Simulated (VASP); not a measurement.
Wanted: the native input for a VASP 6.6.1 run.

```
Task                   : relaxation of cell and atoms
Functional             : LDA
Potentials or basis    : VASP PAW LDA potentials, release 64 (Fe)
Cutoff                 : 600 eV
k mesh                 : 18 × 18 × 18
Occupations            : methfessel-paxton, width 0.1 eV
Spin                   : collinear spin, ferromagnetic start
Starting moments       : [4.0] μB
Further INCAR settings : ALGO = Normal; EDIFF = 1e-06; AMIX = 0.2; BMIX = 0.0001; IBRION = 2; EDIFFG = -0.01; NSW = 90; ISIF = 3
```

The structure of Fe lies in POSCAR:

```
Fe
1.0
   -1.4430000000      1.4430000000      1.4430000000
    1.4430000000     -1.4430000000      1.4430000000
    1.4430000000      1.4430000000     -1.4430000000
Fe
1
Direct
    0.0000000000      0.0000000000      0.0000000000
```

One way to write it, as run:

INCAR

```
SYSTEM = Fe
ALGO = Normal
AMIX = 0.2
AMIX_MAG = 0.8
BMIX = 1E-4
BMIX_MAG = 1E-4
EDIFF = 1E-6
EDIFFG = -0.01
ENCUT = 600
IBRION = 2
ISIF = 3
ISMEAR = 1
ISPIN = 2
LASPH = .TRUE.
LCHARG = .FALSE.
LMAXMIX = 4
LORBIT = 11
LREAL = .FALSE.
LWAVE = .FALSE.
MAGMOM = 4
NELM = 150
NSW = 90
PREC = Accurate
SIGMA = 0.1
```

KPOINTS

```
k-points
0
G
  18 18 18
  0 0 0
```

Potentials or basis: VASP PAW LDA potentials, release 64 (Fe).

The run is started by

```sh
$ cat potpaw_LDA.64/Fe/POTCAR > POTCAR
$ mpirun -np 1 vasp_std > vasp.out
```

It gave:

```
Relaxed volume                                        : 10.36 Å³/atom
Relaxed cell                                          : a = 2.378 Å, b = 2.378 Å, c = 2.378 Å, α = 109.47°, β = 109.47°, γ = 109.47°
Space group after relaxing (to 0.05 Å)                : Im-3m (No. 229)
Energy gained by relaxing                             : 155.6 meV/atom
Ionic steps                                           : 7
Pressure after relaxing                               : 0.0 GPa
Band gap on the k mesh                                : none (metal or under the smearing width)
Net moment                                            : 1.95 μB per cell
Site moments                                          : Fe +1.92 μB
Valence electrons inside the program's atomic spheres : Fe 7.49
```

Caveat: the volume moved by -14 % from the deposited cell, more than functionals usually miss.

It took 2.4 min on 1 thread of Intel(R) Xeon(R) Platinum 8259CL CPU @ 2.50GHz (Skylake/Cascade Lake) (shared host), peak memory 0.18 GiB.
